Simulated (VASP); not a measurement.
These are PBE GGA, VASP's PBE PAW potentials (set 64) (plane waves; VASP 6.6.1) values and carry that method's errors.

A VASP calculation is set up with these files.

**POSCAR**
```
Au
1
    0.0000000000     2.0481600000     2.0481600000
    2.0481600000     0.0000000000     2.0481600000
    2.0481600000     2.0481600000     0.0000000000
Au
1
Direct
  0.0000000000   0.0000000000   0.0000000000
```

File KPOINTS:
```
Automatic mesh
0
Gamma
9 9 9
0 0 0
```

### INCAR
```
ALGO = Normal
EDIFF = 1E-6
ENCUT = 300
GGA = PE
ISIF = 2
ISMEAR = -1
LASPH = .True.
LCHARG = .False.
LMAXMIX = 6
LREAL = .False.
LWAVE = .False.
NELM = 100
PREC = Accurate
SIGMA = 0.136
SYSTEM = Au
```

POTCAR, in this order: Au (PBE.64 set). Program: vasp_std.

At this cut-off the stress carries a Pulay error, which pulls relaxed volumes low. Unless said otherwise, spin-orbit coupling is left out, though it shifts the bands of the heavy elements here.

### Question
Predict the energy per atom (σ→0), pressure, band gap (on the k-mesh).

### Answer

```yaml
energy per atom (σ→0): -3.233 eV/atom
band gap (on the k-mesh): none (metal, semimetal or under 0.01 eV)
pressure: 6.04 GPa
```

File OSZICAR:
```
...
DAV:   5    -0.349880309626E+01   -0.17088E-05   -0.17073E-05   728   0.393E-02    0.910E+00
DAV:   6    -0.325772800753E+01    0.24108E+00   -0.78042E-01   638   0.859E+00    0.582E+00
DAV:   7    -0.323929504807E+01    0.18433E-01   -0.71884E-02   665   0.259E+00    0.274E+00
DAV:   8    -0.323703884842E+01    0.22562E-02   -0.14691E-03   694   0.383E-01    0.218E-01
DAV:   9    -0.323703443424E+01    0.44142E-05   -0.48110E-06   713   0.222E-02    0.212E-02
DAV:  10    -0.323703960677E+01   -0.51725E-05   -0.18338E-06   687   0.150E-02    0.212E-03
DAV:  11    -0.323703958282E+01    0.23954E-07   -0.18598E-08   325   0.121E-03
   1 F= -.32370396E+01 E0= -.32334695E+01  d E =-.714020E-02
```

The structure is a typed Au crystal (Fm-3m). The cell was not relaxed at this level.
